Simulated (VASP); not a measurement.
Here is the system:

```yaml
crystal:
  lattice:
    - [0.00000, 3.22795, 3.22795]
    - [3.22795, 0.00000, 3.22795]
    - [3.22795, 3.22795, 0.00000]
  atoms:
    - { symbol: Ba, position: [0.00000, 0.00000, 0.00000] }
    - { symbol: S, position: [0.50000, 0.50000, 0.50000] }
```

All values below come from PBE GGA, VASP's PBE PAW potentials (set 64) (plane waves; VASP). Numerical set-up: PREC = Normal, EDIFF = 1E-5, 400 eV cut-off, 8×8×8 Γ-centred mesh, Gaussian smearing of 0.050 eV, potentials Ba_sv S.

Unless said otherwise, spin-orbit coupling is left out, though it shifts the bands of the heavy elements here.

**Question.** Predict the energy per atom (σ→0), band gap (on the k-mesh) with the smallest direct gap where there is one.

**Answer.** 
* **band gap (on the k-mesh)**: 2.16 eV
* **smallest direct gap (on the k-mesh)**: 2.31 eV
* **energy per atom (σ→0)**: -5.097 eV/atom

Only differences to runs with the same potentials and settings are physical.

The compound is BaS in the rock salt structure. It was relaxed first.
